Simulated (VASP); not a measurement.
All values below come from PBEsol GGA, VASP's PBE PAW potentials (set 64) (plane waves; VASP).

A VASP calculation is set up with these files.

KPOINTS:
```
k-points along high-symmetry lines
12
Line-mode
Reciprocal
  0.000000   0.000000   0.000000 ! GAMMA
  0.000000   0.000000  -0.500000 ! T

  0.000000   0.000000  -0.500000 ! T
 -0.328125   0.328125  -0.500000 ! H_2

 -0.343750   0.328125  -0.187500 ! H_0
  0.000000   0.500000   0.500000 ! L

  0.000000   0.500000   0.500000 ! L
  0.000000   0.000000   0.000000 ! GAMMA

  0.000000   0.000000   0.000000 ! GAMMA
 -0.335938   0.335938   0.000000 ! S_0

 -0.335938   0.328125  -0.343750 ! S_2
 -0.500000   0.000000  -1.000000 ! F

 -0.500000   0.000000  -1.000000 ! F
  0.000000   0.000000   0.000000 ! GAMMA
```

File POSCAR:
```
Al2In2As4
1
    0.0000000000     2.9440137944     2.9440137944
    2.9440137944     0.0000000000     2.9440137944
   11.7609582577    11.7609582577     0.0150969197
In As Al
2 4 2
Direct
  0.0100902084   0.0100902084   0.9924323437
  0.9918979602   0.9918979602   0.2560765298
  0.2487077258   0.2487077258   0.0634692056
  0.2307944839   0.2307944839   0.3269041371
  0.2505746836   0.2505746836   0.5620689873
  0.2689836709   0.2689836709   0.7982622468
  0.9906168181   0.9906168181   0.5070373864
  0.0083344490   0.0083344490   0.7437491633
```

### INCAR
```
ALGO = Normal
EDIFF = 1E-7
ENCUT = 400
GGA = PS
ICHARG = 11
ISMEAR = 0
LASPH = .TRUE.
LCHARG = .FALSE.
LMAXMIX = 4
LORBIT = 11
LREAL = .FALSE.
LWAVE = .FALSE.
NELM = 100
PREC = Accurate
SIGMA = 0.05
SYSTEM = Al2In2As4
```

POTCAR, in this order: In_d As Al (PBE.64 set). Program: vasp_std. Read from the step before: CHGCAR.

Output

**OSZICAR**
```
       N       E                     dE             d eps       ncg     rms          rms(c)
DAV:   1     0.362225020896E+03    0.36223E+03   -0.19014E+04  5208   0.135E+03
DAV:   2     0.142484316161E+02   -0.34798E+03   -0.33968E+03  5454   0.344E+02
DAV:   3    -0.296298901755E+02   -0.43878E+02   -0.42129E+02  6836   0.132E+02
DAV:   4    -0.314319179674E+02   -0.18020E+01   -0.17805E+01  6180   0.285E+01
DAV:   5    -0.315182285555E+02   -0.86311E-01   -0.86250E-01  8291   0.607E+00
DAV:   6    -0.315193899219E+02   -0.11614E-02   -0.11612E-02  6363   0.627E-01
DAV:   7    -0.315194553991E+02   -0.65477E-04   -0.65476E-04  8152   0.171E-01
DAV:   8    -0.315194565604E+02   -0.11613E-05   -0.11610E-05  6689   0.209E-02
DAV:   9    -0.315194566255E+02   -0.65144E-07   -0.65336E-07  7205   0.517E-03
   1 F= -.31519457E+02 E0= -.31519457E+02  d E =-.114556E-09
```

OUTCAR:
```
 val. band max:        4.2377885837   @ k =   0.0000   0.0000   0.0000

 cond. band min:       4.6560808475   @ k =   0.0000   0.0000   0.0000



 k-point     1 :       0.0000    0.0000    0.0000
  band No.  band energies     occupation
      1     -10.1665      2.00000
      2     -10.1061      2.00000
      3     -10.0714      2.00000
      4     -10.0714      2.00000
      5     -10.0523      2.00000
      6     -10.0523      2.00000
      7      -9.9451      2.00000
      8      -9.9451      2.00000
      9      -9.9327      2.00000
     10      -9.9327      2.00000
     11      -7.8079      2.00000
     12      -7.2257      2.00000
     13      -7.2083      2.00000
     14      -6.3643      2.00000
     15      -1.6762      2.00000
     16       0.4204      2.00000
     17       0.4822      2.00000
     18       2.8278      2.00000
     19       2.8278      2.00000
     20       3.2505      2.00000
     21       3.2505      2.00000
     22       3.7271      2.00000
     23       3.7271      2.00000
     24       3.9552      2.00000
     25       4.2378      2.00000
     26       4.2378      2.00000
     27       4.6561      0.00000
     28       5.3032      0.00000
     29       5.7804      0.00000
     30       5.9194      0.00000
     31       7.9064      0.00000

 k-point     2 :       0.0000    0.0000   -0.0455
  band No.  band energies     occupation
      1     -10.1665      2.00000
      2     -10.1061      2.00000
      3     -10.0714      2.00000
      4     -10.0714      2.00000
      5     -10.0524      2.00000
      6     -10.0523      2.00000
      7      -9.9451      2.00000
      8      -9.9451      2.00000
      9      -9.9327      2.00000
     10      -9.9327      2.00000
     11      -7.8066      2.00000
     12      -7.2654      2.00000
     13      -7.1674      2.00000
     14      -6.3671      2.00000
     15      -1.6708      2.00000
     16       0.2927      2.00000
     17       0.6130      2.00000
     18       2.8280      2.00000
...
```

The density is held fixed in this step, so its total energy and stress have no physical meaning. Unless said otherwise, spin-orbit coupling is left out, though it shifts the bands of the heavy elements here.

The structure was generated: Al2In2As4 was put into an ordered model structure (R3m), which need not be its known phase. It was relaxed first.
